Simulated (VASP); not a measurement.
Crystal: Li2H.

```xyz
3
Lattice="2.8374 0.0000 0.0000 -1.4187 2.4572 0.0000 0.0000 0.0000 4.9885" Properties=species:S:1:pos:R:3 pbc="T T T"
Li    0.0000    1.6382    1.3185
Li    1.4187    0.8191    3.6700
H     0.0000    0.0000    2.4942
```

The cell was built by a generator and needn't be a form met in nature.

* Program: VASP 6.6.1
* Task: single point
* Functional: PBE
* Potentials or basis: VASP PAW PBE potentials, release 64 (Li_sv, H)
* Cutoff: 520 eV
* k mesh: 11 × 11 × 6
* Occupations: fermi-dirac, width 0.05 eV
* Spin: no spin polarisation

On this cell: largest force 0.006 eV/Å; band gap on the k mesh none (metal or under the smearing width).

The same run follows on a disturbed copy (atoms moved at random, drawn with an rms of 0.05 Å):

```
Li H
1.0
     2.83736    0.00000    0.00000
    -1.41868    2.45723    0.00000
     0.00000    0.00000    4.98847
Li H
2 1
Direct
  0.31097 0.66095 0.26676
  0.69019 0.33052 0.74453
  0.99472 0.99211 0.50168
```

**Question.** What does the disturbed cell give?

**Answer.** The energy (extrapolated to zero smearing) moves by +1.8 meV/atom; largest force 0.122 eV/Å; band gap on the k mesh none (metal or under the smearing width).

Forces in eV/Å, atoms in the order of the input:
```
Li   0.057 -0.004  0.074
Li  -0.064 -0.006 -0.104
H    0.007  0.010  0.029
```
